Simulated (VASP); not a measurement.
# LaScSi: structure and properties in VASP, part 5 of 5

What structure does LaScSi take at this level, and what are its properties? The start is a computed cell from the Materials Project.

VASP 6.6.1; r2SCAN; plane waves and PAW (La, Sc_sv, Si).

Still holding for the runs below: The k-mesh is coarse for a metal.

So far. Step 12 (Volume scan with r2SCAN (run 6)): The pressure falls from -1.32 to -2.50 GPa. Step 12 (Volume scan with r2SCAN (run 6)): The run ends at a pressure of -2.50 GPa, with forces up to 0.10 eV/Å.

### Step 13. Volume scan with r2SCAN (run 7)

A prediction first. A parabola through the 6 pressures of evenly scaled cells so far, P = -0.03 -67.5 t +118 t² GPa with t = ln(V/V₁) and V₁ the volume at scale 1, gives -3.57 GPa at t = +0.0583.

Input file INCAR:

```
SYSTEM = LaScSi
PREC = Accurate
ENCUT = 400
EDIFF = 1E-06
NELM = 100
ISMEAR = 1
SIGMA = 0.2
LREAL = .FALSE.
ALGO = Normal
METAGGA = R2SCAN
LASPH = .TRUE.
NBANDS = 32
LORBIT = 11
LWAVE = .FALSE.
LCHARG = .FALSE.
KPAR = 4
ISIF = 2
```

Input file POSCAR:

```
LaScSi
1.0
    0.0000000000     -4.4448386030      0.0000000000
   -4.4448386030      0.0000000000      0.0000000000
    2.2224193015     -2.2224193015     -8.2159986792
La Sc Si
2 2 2
Direct
    0.3235440838      0.6764559162      0.3529118325
    0.6764559162      0.3235440838      0.6470881675
    0.5000000000      0.0000000000      0.0000000000
    0.0000000000      0.5000000000      0.0000000000
    0.1177636382      0.8822363618      0.7644727237
    0.8822363618      0.1177636382      0.2355272763
```

Input file KPOINTS:

```
Automatic mesh
0
Gamma
5 5 5
0 0 0
```

Potentials, in the order of the species: La, Sc_sv and Si (PBE family, release 64).

Started as:

```sh
mpirun -np 4 vasp_std
```

Log:

```text
[... set-up lines as in an earlier step ...]
 entering main loop
       N       E                     dE             d eps       ncg     rms          rms(c)
DAV:   1     0.720815194882E+03    0.72082E+03   -0.17829E+04  1160   0.171E+03
DAV:   2    -0.439396039044E+01   -0.72521E+03   -0.71477E+03  1896   0.561E+02
DAV:   3    -0.107739349496E+03   -0.10335E+03   -0.10230E+03  1976   0.290E+02
DAV:   4    -0.118359792544E+03   -0.10620E+02   -0.10291E+02  2120   0.713E+01
[...]
DAV:  14    -0.103773519866E+03    0.82278E-05   -0.16795E-04  2048   0.100E-01    0.123E-02
DAV:  15    -0.103773524190E+03   -0.43241E-05   -0.22722E-05  2056   0.370E-02    0.647E-03
DAV:  16    -0.103773524078E+03    0.11208E-06   -0.61056E-06  1744   0.196E-02
   1 F= -.10377352E+03 E0= -.10377217E+03  d E =-.406275E-02
```

It took 47 s on 4 MPI ranks of Intel Xeon 6975P-C (Granite Rapids), shared host; peak memory 1.1 GiB; 3.1 min of CPU time.

OUTCAR, selected parts (step 13):

```text
  Total       -3.4982773     -3.4982773     -3.8743477      0.0000000      0.0000000      0.0000000
  in kB      -34.5296725    -34.5296725    -38.2416679      0.0000000      0.0000000      0.0000000
  external PRESSURE =     -35.7670043 kB  Pullay stress =       0.0000000 kB

 POSITION                                       TOTAL-FORCE (eV/Angst)
 -----------------------------------------------------------------------------------
     -2.22242     -2.22242     -2.89952        -0.000000      0.000000      0.145260
     -0.00000     -4.44484     -5.31648         0.000000     -0.000000     -0.145260
      0.00000     -2.22242      0.00000         0.000000      0.000000      0.000000
     -2.22242      0.00000      0.00000         0.000000     -0.000000      0.000000
     -2.22242     -2.22242     -6.28091         0.000000     -0.000000     -0.084950
     -0.00000     -4.44484     -1.93509        -0.000000      0.000000      0.084950
 -----------------------------------------------------------------------------------
    total drift:                                0.000000      0.000000     -0.000000

  FREE ENERGIE OF THE ION-ELECTRON SYSTEM (eV)
  ---------------------------------------------------
  free  energy   TOTEN  =      -103.7735240784 eV

  energy  without entropy=     -103.7694613245  energy(sigma->0) =     -103.77216983

[... 1 part as in an earlier step ...]

[... 2 further parts left out ...]
[key lines of the parts left out:]
E-fermi :   6.3090
```

The pressure falls from -2.50 to -3.58 GPa. The parabola predicted -3.57 GPa, +0.01 GPa off.

### Step 14. Comparing the runs

Times are for 4 MPI ranks of Intel Xeon 6975P-C (Granite Rapids), shared host. Results by setting:

```
no.  volume scale  energy above the lowest point (meV/atom)  pressure (GPa)  time  memory (GiB)
  1          0.94                                     21.15           4.592  46 s          0.98
  2          0.96                                      9.05           2.922  36 s          0.98
  3          0.98                                      2.15           1.373  37 s          0.98
  4             1                                         0        -0.03324  37 s          0.95
  5          1.02                                      2.19          -1.324  45 s           1.1
  6          1.04                                      8.33          -2.500  46 s           1.1
  7          1.06                                     18.04          -3.577  47 s           1.1
```

### Step 15. Fit for r2SCAN

This step: Birch-Murnaghan fit, r2SCAN; plane waves and PAW (VASP 6.6.1).

Derived from the runs above.

This step gave:

| Property | Result |
| --- | --- |
| pressure derivative of the bulk modulus | 3.650 |
| r.m.s. error of the fit | 3.81e-6 eV/atom |
| minimum inside the sampled range | yes |
| bulk modulus | 67.97 GPa |
| equilibrium volume of the fit | 25.51 Å³/atom |

The energy above the fitted minimum by volume:

```
volume (Å³/atom)  energy above the fitted minimum (eV/atom)
           23.99                                     0.0211
           24.50                                    0.00904
           25.01                                    0.00215
           25.52                                    -6.2e-6
           26.03                                    0.00219
           26.54                                    0.00832
           27.05                                     0.0180
```

The fitted volume lies -0.04 % from the relaxed one. The atoms bear forces along the scan, since they were held; freeing them would lower the modulus.

### Step 16. Results

```json
{
  "relaxed volume": "25.52 Å³/atom",
  "relaxed conventional cell a, b, c": "4.359, 4.359, 16.116 Å",
  "space group after relaxing, within 0.02 Å": "I4/mmm (No. 139)",
  "band gap": "none, a metal",
  "DOS at the Fermi level": "7.21 states/eV/cell",
  "bulk modulus from the fit": "68.0 GPa",
  "volume from the fit": "25.5 Å³/atom"
}
```

In words: With r2SCAN, LaScSi relaxes to 25.52 Å³/atom in space group I4/mmm (held by the symmetry of the run), comes out as a metal and has a bulk modulus of 68.0 GPa at fixed shape and positions, an upper bound. Bands along the symmetry lines (r2SCAN): Of the bands kept, 3 cross the Fermi level on this path. Spin-orbit coupling is left out, and with elements this heavy it would split and shift bands near the Fermi level. The k-sampling is coarse for a metal, so the Fermi level, pressures and the shape of the cell carry errors. No search among competing phases was made, and a listed structure need not be the one stable at ambient conditions. All values are for a static lattice at zero temperature.

[Lines on the potential files, build, host, timing and source positions are cut from VASP's logs without a mark.]

[Logs are printed without paths, hosts, clocks, repeated set-up lines and the standing remarks that a program may print on its own settings, such as how far it seeks lower states.]

[Hosts, paths, dates, database ids (printed as entryN), source tags and the programs' standing remarks are cut or masked in the printed files.]

[A measured line is paired with the nearest computed mode of its activity, which favours agreement.]

[In band tables of VASP the shares of atoms and orbitals are scaled to a sum of 1 inside the atoms' spheres.]
